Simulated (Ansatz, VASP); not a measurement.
# Cross-check of Ru ((11-22) twin boundary in hcp Ru) between VASP and Ansatz, part 2 of 2

Aim: how closely do two programs agree when they are given the same cell, functional and k mesh? Of the first pair: The structure shown is the start of the Ansatz relaxation below; VASP solves that cell, so the two are compared at the walk's first step.

VASP 6.6.1 and Ansatz 0.2.0.

So far. Step 3 (VASP: single point, PBE, start cell, pair 1): The run ends at a pressure of -3.53 GPa, with forces up to 0.49 eV/Å.

**6. VASP: single point, PBE, relaxed cell, pair 2**

Level of this step: PBE; plane waves and PAW (Ru_pv) (VASP).

The same cell, functional, mesh and smearing now go to VASP, with its own data sets.

INCAR reads:

```
SYSTEM = Ru
PREC = Accurate
ENCUT = 400
EDIFF = 1E-06
NELM = 120
ISMEAR = -1
SIGMA = 0.1
LREAL = Auto
ALGO = Normal
GGA = PE
NBANDS = 584
LASPH = .TRUE.
LORBIT = 11
LWAVE = .FALSE.
LCHARG = .FALSE.
ISIF = 2
GGA_COMPAT = .FALSE.
KPAR = 8
```

POSCAR reads:

```
Ru
1.0
    9.4050400000      0.0000000000      0.0000000000
   -4.7025200000      5.0684900000      0.0000000000
    0.0000000000      0.0000000000     21.1661800000
Ru
72
Direct
    0.1467800000      0.2903800000      0.0000050000
    0.3099100000      0.7902800000      0.0000050000
    0.4684400000      0.4346375000      0.0600700000
    0.1325700000      0.9347250000      0.0600275000
    0.2890800000      0.5751350000      0.1116750000
    0.4525825000      0.0751250000      0.1117150000
    0.1091300000      0.7180250000      0.1684850000
    0.2754150000      0.2180000000      0.1685325000
    0.4293300000      0.8588600000      0.2219725000
    0.0960700000      0.3587775000      0.2219450000
    0.2531100000      0.0062725000      0.2780650000
    0.4198500000      0.5061900000      0.2780375000
    0.0737650000      0.1470500000      0.3314775000
    0.2400500000      0.6470250000      0.3315250000
    0.3965975000      0.2899250000      0.3882950000
    0.0601000000      0.7899150000      0.3883350000
    0.2166100000      0.4303250000      0.4399825000
    0.3807400000      0.9304125000      0.4399400000
    0.0392700000      0.5747700000      0.5000050000
    0.2024000000      0.0746700000      0.5000050000
    0.4684400000      0.4346375000      0.9399400000
    0.1325700000      0.9347250000      0.9399825000
    0.2890800000      0.5751350000      0.8883350000
    0.4525825000      0.0751250000      0.8882950000
    0.1091300000      0.7180250000      0.8315250000
    0.2754150000      0.2180000000      0.8314775000
    0.4293300000      0.8588600000      0.7780375000
    0.0960700000      0.3587775000      0.7780650000
    0.2531100000      0.0062725000      0.7219450000
    0.4198500000      0.5061900000      0.7219725000
    0.0737650000      0.1470500000      0.6685325000
    0.2400500000      0.6470250000      0.6684850000
    0.3965975000      0.2899250000      0.6117150000
    0.0601000000      0.7899150000      0.6116750000
    0.2166100000      0.4303250000      0.5600275000
    0.3807400000      0.9304125000      0.5600700000
    0.6467800000      0.2903800000      0.0000050000
    0.8099100000      0.7902800000      0.0000050000
    0.9684400000      0.4346375000      0.0600700000
    0.6325700000      0.9347250000      0.0600275000
    0.7890800000      0.5751350000      0.1116750000
    0.9525825000      0.0751250000      0.1117150000
    0.6091300000      0.7180250000      0.1684850000
    0.7754150000      0.2180000000      0.1685325000
    0.9293300000      0.8588600000      0.2219725000
    0.5960700000      0.3587775000      0.2219450000
    0.7531100000      0.0062725000      0.2780650000
    0.9198500000      0.5061900000      0.2780375000
    0.5737650000      0.1470500000      0.3314775000
    0.7400500000      0.6470250000      0.3315250000
    0.8965975000      0.2899250000      0.3882950000
    0.5601000000      0.7899150000      0.3883350000
    0.7166100000      0.4303250000      0.4399825000
    0.8807400000      0.9304125000      0.4399400000
    0.5392700000      0.5747700000      0.5000050000
    0.7024000000      0.0746700000      0.5000050000
    0.9684400000      0.4346375000      0.9399400000
    0.6325700000      0.9347250000      0.9399825000
    0.7890800000      0.5751350000      0.8883350000
    0.9525825000      0.0751250000      0.8882950000
    0.6091300000      0.7180250000      0.8315250000
    0.7754150000      0.2180000000      0.8314775000
    0.9293300000      0.8588600000      0.7780375000
    0.5960700000      0.3587775000      0.7780650000
    0.7531100000      0.0062725000      0.7219450000
    0.9198500000      0.5061900000      0.7219725000
    0.5737650000      0.1470500000      0.6685325000
    0.7400500000      0.6470250000      0.6684850000
    0.8965975000      0.2899250000      0.6117150000
    0.5601000000      0.7899150000      0.6116750000
    0.7166100000      0.4303250000      0.5600275000
    0.8807400000      0.9304125000      0.5600700000
```

KPOINTS reads:

```
Automatic mesh
0
Gamma
3 5 1
0 0 0
```

PAW data sets: Ru_pv (PBE family, release 64).

Started as:

```console
$ mpirun -np 8 vasp_std
```

Numbers of over 12 decimals in the logs are rounded to 6 here.

What it wrote:

```text
[banner, memory and clock lines left out]
running    8 mpi-ranks, on    1 nodes
[...]
[... a notice as in an earlier step ...]

 LDA part: xc-table for (Slater+PW92), standard interpolation
 [... a notice as in an earlier step ...]

 POSCAR, INCAR and KPOINTS ok, starting setup
[...]
entering main loop
       N       E                     dE             d eps       ncg     rms          rms(c)
DAV:   1     0.122330298904E+05    0.12233E+05   -0.52210E+05  9736   0.159E+03
DAV:   2    -0.325917100403E+02   -0.12266E+05   -0.11949E+05  9536   0.554E+02
DAV:   3    -0.665301853175E+03   -0.63271E+03   -0.59071E+03 12392   0.114E+02
DAV:   4    -0.708207249021E+03   -0.42905E+02   -0.41502E+02 11832   0.217E+01
[...]
DAV:  17    -0.661435724093E+03    0.11377E-04   -0.37622E-05 11872   0.207E-02    0.927E-03
DAV:  18    -0.661435722989E+03    0.11041E-05   -0.33849E-06  8296   0.478E-03    0.401E-03
DAV:  19    -0.661435722625E+03    0.36412E-06   -0.75564E-07  5824   0.315E-03
   1 F= -.66143572E+03 E0= -.66035858E+03  d E =-.215429E+01
```

Parts of OUTCAR (step 6):

```text
 POSITION                                       TOTAL-FORCE (eV/Angst)
 -----------------------------------------------------------------------------------
      0.01495      1.47179      0.00011        -0.003254     -0.003128      0.000000
     -0.80159      4.00553      0.00011         0.004369     -0.000798      0.000000
      2.36181      2.20296      1.27145        -0.000146     -0.000518     -0.008602
     -3.14874      4.73764      1.27055        -0.000571      0.000591     -0.010605
      0.01423      2.91507      2.36373        -0.001481      0.002192      0.011718
      3.90328      0.38077      2.36458         0.000513      0.002092      0.012835
     -2.35015      3.63930      3.56618         0.004949      0.000979      0.012905
      1.56514      1.10493      3.56719        -0.004679      0.000637      0.011798
     -0.00094      4.35312      4.69831         0.002131      0.001223      0.002060
     -0.78362      1.81846      4.69773        -0.001447      0.000839      0.004052
      2.35101      0.03179      5.88557         0.001447     -0.000839     -0.004052
      1.56834      2.56562      5.88499        -0.002131     -0.001223     -0.002060
      0.00226      0.74532      7.01611         0.004679     -0.000637     -0.011798
     -0.78497      3.27944      7.01712        -0.004949     -0.000979     -0.012905
[...]
-----------------------------------------------------------------------------------
    total drift:                                0.000380      0.000135     -0.000026

  FREE ENERGIE OF THE ION-ELECTRON SYSTEM (eV)
  ---------------------------------------------------
  free  energy   TOTEN  =      -661.4357226246 eV

  energy  without entropy=     -659.2814342731  energy(sigma->0) =     -660.35857845
```

The run ends at a pressure of -3.44 GPa, with forces up to 0.014 eV/Å.

**7. Differences**

What differs besides the data sets and the points named for the pairs above, as far as they apply: the data sets hold 1152 valence electrons in Ansatz (on its default PAW (the set named soft_2) files) and 1008 in VASP. Total energies have different zeros and are not compared.

At this near-relaxed geometry the largest component of a force difference is 3 meV/Å.

**8. Outcome**

```
r.m.s. force difference (single point, PBE, start cell, pair 1)   : 4.1 meV/Å
r.m.s. force difference (single point, PBE, relaxed cell, pair 2) : 0.92 meV/Å
```

In words: The r.m.s. force difference is 4.1 meV/Å (single point, PBE, start cell, pair 1), within the 12 meV/Å picked in this series as the mark of a large difference. The data sets hold unlike numbers of valence electrons (1152 in Ansatz and 1008 in VASP), so part of the differences comes from the potentials. How closely two codes agree says nothing of how well the functional describes the real material.

[Lines on the potential files, build, host, timing and source positions are cut from VASP's logs without a mark.]

[Logs are printed without paths, hosts, clocks, repeated set-up lines and the standing remarks that a program may print on its own settings, such as how far it seeks lower states.]

[Hosts, paths, dates, database ids (printed as entryN), source tags and the programs' standing remarks are cut or masked in the printed files.]
